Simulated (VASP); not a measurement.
Method: rev-vdW-DF2, VASP's PBE PAW potentials (set 64) (plane waves; VASP 6.6.1).

VASP ran on this input.

INCAR:
```
LUSE_VDW = .TRUE.
PARAM2 = 0.7114
ZAB_VDW = -1.8867
LCHARG = .FALSE.
PARAM1 = 0.1234568
ALGO = Normal   # blocked Davidson
SIGMA = 0.05   # width (eV)
ICHARG = 11   # fixed density
ENCUT = 520   # plane-wave cut-off (eV)
GGA = MK
LORBIT = 11   # lm-projected
EDIFF = 1E-7   # SCF stop (eV)
LREAL = .FALSE.   # projection in real space or not
ISMEAR = 0   # Gaussian
NELM = 100   # most electronic steps
LWAVE = .FALSE.
AGGAC = 0.0
LASPH = .TRUE.   # aspherical one-centre terms
PREC = Accurate
SYSTEM = Si
```

**POSCAR**
```
Si
1.0
  0.0000000000   2.7277919445   2.7277919445
  2.7277919445   0.0000000000   2.7277919445
  2.7277919445   2.7277919445   0.0000000000
Si
2
Cartesian
  0.0000000000   0.0000000000   0.0000000000
  1.3638959722   1.3638959722   1.3638959722
```

File KPOINTS:
```
k-points along high-symmetry lines
15
Line-mode
Reciprocal
  0.000000   0.000000   0.000000 ! GAMMA
  0.500000   0.000000   0.500000 ! X

  0.500000   0.000000   0.500000 ! X
  0.625000   0.250000   0.625000 ! U

  0.375000   0.375000   0.750000 ! K
  0.000000   0.000000   0.000000 ! GAMMA

  0.000000   0.000000   0.000000 ! GAMMA
  0.500000   0.500000   0.500000 ! L

  0.500000   0.500000   0.500000 ! L
  0.500000   0.250000   0.750000 ! W

  0.500000   0.250000   0.750000 ! W
  0.500000   0.000000   0.500000 ! X
```

POTCAR, in this order: Si (PBE.64 set). Program: vasp_std. Read from the step before: CHGCAR.

What VASP printed:

OUTCAR:
```
 ion  position               nearest neighbor table
   1  0.000  0.000  0.000-   2 2.36   2 2.36   2 2.36   2 2.36
   2  0.250  0.250  0.250-   1 2.36   1 2.36   1 2.36   1 2.36
  LATTYP: Found a face centered cubic cell.
 ALAT       =     5.4555838890
 Subroutine PRICEL returns:
 Original cell was already a primitive cell.
 Subroutine GETGRP returns: Found 48 space group operations
The static configuration has the point symmetry T_d .
 The point group associated with its full space group is O_h .
The dynamic configuration has the point symmetry T_d .
 Subroutine INISYM returns: Found 48 space group operations
   k-points           NKPTS =     90   k-points in BZ     NKDIM =     90   number of bands    NBANDS=      8
   number of dos      NEDOS =    301   number of ions     NIONS =      2
   total plane-waves  NPLWV =  27000
   dimension x,y,z NGX =    30 NGY =   30 NGZ =   30
   dimension x,y,z NGXF=    60 NGYF=   60 NGZF=   60
   ions per type =               2
   PREC   = accura    normal or accurate (medium, high low for compatibility)
   ISTART =      0    job   : 0-new  1-cont  2-samecut
   ICHARG =     11    charge: 1-file 2-atom 10-const
   ISPIN  =      1    spin polarized calculation?
   LNONCOLLINEAR =      F non collinear calculations
   LSORBIT =      F    spin-orbit coupling
   INIWAV =      1    electr: 0-lowe 1-rand  2-diag
   ENCUT  =  520.0 eV  38.22 Ry    6.18 a.u.   7.17  7.17  7.17*2*pi/ulx,y,z
   NELM   =    100;   NELMIN=  2; NELMDL= -5     # of ELM steps
   EDIFF  = 0.1E-06   stopping-criterion for ELM
   LREAL  =      F    real-space projection
   NLSPLINE    = F    spline interpolate recip. space projectors
   LMAXMIX     =    2 max onsite mixed and CHGCAR
   VOSKOWN=      0    Vosko Wilk Nusair interpolation
   EDIFFG = 0.1E-05   stopping-criterion for IOM
   NSW    =      0    number of steps for IOM
   NBLOCK =      1;   KBLOCK =      1    inner block; outer block
   IBRION =     -1    ionic relax: 0-MD 1-quasi-New 2-CG
   NFREE  =      0    steps in history (QN), initial steepest desc. (CG)
   ISIF   =      2    stress and relaxation
   ISYM   =      2    0-nonsym 1-usesym 2-fastsym
   TEIN   =    0.0    initial temperature
   TEBEG  =    0.0;   TEEND  =   0.0 temperature during run
   SMASS  =  -3.00    Nose mass-parameter (am)
   PSTRESS=    0.0 pullay stress
   NELECT =       8.0000    total number of electrons
   EFERMI =   0.00;   METHOD = LEGACY
   ISMEAR =     0;   SIGMA  =   0.05  broadening in eV -4-tet -1-fermi 0-gaus
   IALGO  =     38    algorithm
   LDIAG  =      T    sub-space diagonalisation (order eigenvalues)
   IMIX   =      4    mixing-type and parameters
     AMIX     =   0.40;   BMIX     =  1.00
     AMIX_MAG =   1.60;   BMIX_MAG =  1.00
     AMIN     =   0.10
   GGA     = MK    functional components
   VOSKOWN =     0    Vosko Wilk Nusair interpolation
   LHFCALC =     F    Hartree Fock is set to
   LHFONE  =     F    Hartree Fock one center treatment
   AEXX    =    0.0000 exact exchange contribution
   LUSE_VDW   =     T    switch on vdW DFT
   IVDW    =     0    specifies the selected vdW correction
   LEPSILON=     F    determine dielectric tensor
   LRPA    =     F    only Hartree local field effects (RPA)
  energy-cutoff  :      520.00
  volume of cell :       40.59
      direct lattice vectors                 reciprocal lattice vectors
     0.000000000  2.727791944  2.727791944    -0.183298437  0.183298437  0.183298437
     2.727791944  0.000000000  2.727791944     0.183298437 -0.183298437  0.183298437
     2.727791944  2.727791944  0.000000000     0.183298437  0.183298437 -0.183298437
 k-point     1 :   0.0000 0.0000 0.0000  plane waves:    1067
 k-point     2 :   0.0357 0.0000 0.0357  plane waves:    1079
 k-point     3 :   0.0714 0.0000 0.0714  plane waves:    1087
 k-point     4 :   0.1071 0.0000 0.1071  plane waves:    1078
 k-point     5 :   0.1429 0.0000 0.1429  plane waves:    1074
 k-point     6 :   0.1786 0.0000 0.1786  plane waves:    1094
 k-point     7 :   0.2143 0.0000 0.2143  plane waves:    1082
 k-point     8 :   0.2500 0.0000 0.2500  plane waves:    1094
...
```

File OSZICAR:
```
       N       E                     dE             d eps       ncg     rms          rms(c)
DAV:   1     0.106165344692E+02    0.10617E+02   -0.32627E+03  1440   0.765E+02
DAV:   2    -0.691703006981E+01   -0.17534E+02   -0.16663E+02  2152   0.804E+01
DAV:   3    -0.720416027664E+01   -0.28713E+00   -0.27592E+00  1960   0.121E+01
DAV:   4    -0.720664513452E+01   -0.24849E-02   -0.24849E-02  2368   0.858E-01
DAV:   5    -0.720666742815E+01   -0.22294E-04   -0.22294E-04  1904   0.355E-02
DAV:   6    -0.720666793243E+01   -0.50429E-06   -0.50439E-06  2344   0.339E-03
DAV:   7    -0.720666794829E+01   -0.15855E-07   -0.15855E-07  2088   0.343E-04
   1 F= -.72066679E+01 E0= -.72066679E+01  d E =-.746041E-17
```

**OUTCAR**
```
 val. band max:        5.6456052015   @ k =   0.0000   0.0000   0.0000

 cond. band min:       6.2467337229   @ k =   0.4286   0.0000   0.4286



 k-point     1 :       0.0000    0.0000    0.0000
  band No.  band energies     occupation
      1      -6.1994      2.00000
      2       5.6456      2.00000
      3       5.6456      2.00000
      4       5.6456      2.00000
      5       8.2354      0.00000
      6       8.2354      0.00000
      7       8.2354      0.00000
      8       8.8591      0.00000

 k-point     2 :       0.0357    0.0000    0.0357
  band No.  band energies     occupation
      1      -6.1774      2.00000
      2       5.4946      2.00000
      3       5.5551      2.00000
      4       5.5551      2.00000
      5       8.1798      0.00000
      6       8.3530      0.00000
      7       8.3530      0.00000
      8       9.0063      0.00000

 k-point     3 :       0.0714    0.0000    0.0714
  band No.  band energies     occupation
      1      -6.1112      2.00000
      2       5.1073      2.00000
      3       5.3236      2.00000
      4       5.3236      2.00000
      5       8.0262      0.00000
      6       8.6655      0.00000
      7       8.6655      0.00000
      8       9.3683      0.00000

 k-point     4 :       0.1071    0.0000    0.1071
  band No.  band energies     occupation
      1      -6.0011      2.00000
      2       4.5904      2.00000
      3       5.0208      2.00000
      4       5.0208      2.00000
      5       7.8049      0.00000
      6       9.1026      0.00000
      7       9.1026      0.00000
      8       9.7769      0.00000

 k-point     5 :       0.1429    0.0000    0.1429
  band No.  band energies     occupation
      1      -5.8475      2.00000
      2       4.0102      2.00000
      3       4.6953      2.00000
      4       4.6953      2.00000
      5       7.5486      0.00000
      6       9.6144      0.00000
      7       9.6144      0.00000
      8       9.9883      0.00000
...
```

The density is held fixed in this step, so its total energy and stress have no physical meaning.

The compound is Si in the diamond structure. It was relaxed first.
